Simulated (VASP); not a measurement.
Here is the system:

```
CELL_PARAMETERS angstrom
      3.52376     0.00000     0.00000
      0.00000     3.52376     0.00000
      0.00000     0.00000     3.52376
ATOMIC_POSITIONS crystal
  Al 0.00000 0.00000 0.00000
  Ni 0.00000 0.50000 0.50000
  Ni 0.50000 0.00000 0.50000
  Ni 0.50000 0.50000 0.00000
```
Starting moments (μB, in the order of the record's atoms Al Ni Ni Ni): 0.0 0.3 0.3 0.3.

All values below come from PBE GGA with D3 dispersion (Becke-Johnson damping), VASP's PBE PAW potentials (set 64) (plane waves; VASP 6.6.1). Numerical set-up: 520 eV cut-off, 10×10×10 Γ-centred mesh, tetrahedra with Blöchl corrections, potentials Al Ni.

The cores are frozen, which limits the accuracy of field gradients.

Question: Give the principal components of the electric field gradient (V/Å²) and the asymmetry η at each nucleus.

Answer: 
| atom | Vxx | Vyy | Vzz | η |
|---|---|---|---|---|
| Al1 | 0.0 | 0.0 | 0.0 | - |
| Ni2 | 6.5 | 6.5 | -12.9 | 0.00 |
| Ni3 | 6.5 | 6.5 | -12.9 | 0.00 |
| Ni4 | 6.5 | 6.5 | -12.9 | 0.00 |

The compound is Ni3Al in the L1_2 structure. It was relaxed first.
